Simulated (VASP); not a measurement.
VASP runs on AuAl$_{2}$ (fluorite) share one base input (PBE GGA, plane waves, VASP's PBE PAW potentials (set 64)) and change the settings named in each case.

### KPOINTS
```
Regular mesh
0
Gamma
  8 8 8
0 0 0
```

### INCAR
```
ISMEAR = 1
LASPH = .True.   ! aspherical one-centre terms
LWAVE = .False.
ALGO = Normal
SYSTEM = AuAl2
GGA = PE   ! PBE
NELM = 100   ! most electronic steps
ENCUT = 400   ! plane-wave cut-off (eV)
LMAXMIX = 6   ! l cut-off of mixed one-centre charges
SIGMA = 0.1
EDIFF = 1E-6
ISIF = 2   ! forces and stress, cell fixed
LCHARG = .False.
PREC = Accurate
LREAL = .False.   ! projection in real space or not
```

File POSCAR:
```
AuAl2
1
    0.0000000000     3.0600000000     3.0600000000
    3.0600000000     0.0000000000     3.0600000000
    3.0600000000     3.0600000000     0.0000000000
Al Au
2 1
Direct
  0.2500000000   0.2500000000   0.2500000000
  0.7500000000   0.7500000000   0.7500000000
  0.0000000000   0.0000000000   0.0000000000
```

POTCAR, in this order: Al Au (PBE.64 set). Program: vasp_std.

```
change            electronic steps
----------------  ----------------
base run                        13
ALGO = Fast                     14
ALGO = VeryFast                 20
ALGO = All                      15
ALGO = Damped                   23
ALGO = Conjugate                15
```
 Unless said otherwise, spin-orbit coupling is left out, though it shifts the bands of the heavy elements here.

Left out are runs that ran out of time, are held back, or changed the cell or the kind of run, fixed moments of cells without a moment, rows past the twelfth, gaps on odd meshes, pressures of charged cells and columns that move by less than the noise.

The compound is AuAl2 in the fluorite structure. The cell was not relaxed at this level. The electron count is odd and the run is not spin-polarised, which forces a metal.
